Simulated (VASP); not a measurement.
A convergence study with VASP on Os (hcp): one setting is varied, all else stays as given below, so the limit is that of these other settings.

```xyz
2
Lattice="1.3650 -2.3642 0.0000 1.3650 2.3642 0.0000 0.0000 0.0000 4.3200" Properties=species:S:1:pos:R:3 pbc="T T T"
Os     1.3650     0.7881     1.0800
Os     1.3650    -0.7881     3.2400
```

Level of theory: PBE GGA, VASP's PBE PAW potentials (set 64) (plane waves; VASP). The tightest run used: 550 eV cut-off, 25×25×15 Γ-centred mesh, first-order Methfessel-Paxton smearing of 0.10 eV, potentials Os.

Task: The settings run are 1×1×1 mesh; 2×2×1 mesh; 3×3×2 mesh; 4×4×2 mesh; 5×5×3 mesh; 6×6×4 mesh; 7×7×4 mesh; 8×8×5 mesh; 9×9×5 mesh; 10×10×6 mesh; 11×11×6 mesh; 12×12×7 mesh; 14×14×8 mesh; 15×15×9 mesh; 16×16×9 mesh; 17×17×10 mesh; 18×18×11 mesh; 19×19×11 mesh; 20×20×12 mesh; 21×21×12 mesh; 22×22×13 mesh; 23×23×14 mesh; 24×24×14 mesh; 25×25×15 mesh. From which on does the energy per atom stay within 0.01 eV/atom of the tightest run?

Result: From 11×11×6 mesh on: it is off by 0.0079 there and by no more than 0.01 in any finer run, while 10×10×6 mesh is off by 0.0114.
| setting | E (eV/atom) | pressure (GPa) | irreducible k-points | difference judged (eV/atom) |
|---|---|---|---|---|
| 1×1×1 mesh | -11.2302 | 25.03 | 1 | 0.0095 |
| 2×2×1 mesh | -10.7769 | 17.43 | 2 | 0.4628 |
| 3×3×2 mesh | -10.7356 | 19.65 | 6 | 0.5041 |
| 4×4×2 mesh | -11.3572 | 6.92 | 8 | 0.1175 |
| 5×5×3 mesh | -11.1783 | 10.88 | 10 | 0.0614 |
| 6×6×4 mesh | -11.1972 | 10.81 | 21 | 0.0425 |
| 7×7×4 mesh | -11.2000 | 10.69 | 24 | 0.0397 |
| 8×8×5 mesh | -11.2690 | 9.51 | 30 | 0.0292 |
| 9×9×5 mesh | -11.2513 | 9.76 | 36 | 0.0116 |
| 10×10×6 mesh | -11.2283 | 10.13 | 56 | 0.0114 |
| 11×11×6 mesh | -11.2318 | 10.12 | 64 | 0.0079 |
| 12×12×7 mesh | -11.2427 | 10.01 | 76 | 0.0030 |
| 14×14×8 mesh | -11.2359 | 10.05 | 120 | 0.0038 |
| 15×15×9 mesh | -11.2422 | 9.97 | 135 | 0.0024 |
| 16×16×9 mesh | -11.2424 | 9.91 | 150 | 0.0027 |
| 17×17×10 mesh | -11.2379 | 10.00 | 198 | 0.0019 |
| 18×18×11 mesh | -11.2375 | 10.07 | 222 | 0.0022 |
| 19×19×11 mesh | -11.2408 | 9.99 | 240 | 0.0011 |
| 20×20×12 mesh | -11.2415 | 9.94 | 308 | 0.0018 |
| 21×21×12 mesh | -11.2382 | 10.02 | 336 | 0.0015 |
| 22×22×13 mesh | -11.2401 | 9.97 | 364 | 0.0003 |
| 23×23×14 mesh | -11.2405 | 9.96 | 448 | 0.0008 |
| 24×24×14 mesh | -11.2377 | 10.02 | 488 | 0.0021 |
| 25×25×15 mesh | -11.2397 | 10.00 | 520 | 0.0000 |

VASP warned of too few bands at 2×2×1 mesh.

Left out are rungs that failed or repeat a setting and relaxations that didn't move; long series are thinned to 24 rows.

The compound is Os in the hcp structure. The cell was not relaxed at this level.
